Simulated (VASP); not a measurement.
Given:

```xyz
6
Lattice="4.8169 0.0000 0.0000 0.0000 4.8169 0.0000 0.0000 0.0000 3.2051" Properties=species:S:1:pos:R:3 pbc="T T T"
Hf     0.0000     0.0000     0.0000
Hf     2.4085     2.4085     1.6026
O      1.4694     1.4694     0.0000
O      3.8779     0.9391     1.6026
O      0.9391     3.8779     1.6026
O      3.3475     3.3475     0.0000
```

These are r2SCAN meta-GGA, VASP's PBE PAW potentials (set 64) (plane waves; VASP) values and carry that method's errors. Run with 520 eV cut-off, 5×5×8 Γ-centred mesh, tetrahedra with Blöchl corrections, potentials Hf_pv O.

The cores are frozen, which limits the accuracy of field gradients.

Question: Give the principal components of the electric field gradient (V/Å²) and the asymmetry η at each nucleus.

Answer: 
```tsv
atom	Vxx	Vyy	Vzz	η
Hf1	-118.5	-16.1	134.7	0.76
Hf2	-118.5	-16.1	134.7	0.76
O3	9.1	5.7	-14.8	0.23
O4	9.1	5.7	-14.8	0.23
O5	9.1	5.7	-14.8	0.23
O6	9.1	5.7	-14.8	0.23
```

The structure was generated: HfO2 was put into the rutile type (P4_2/mnm), which need not be its known phase. It was relaxed first.
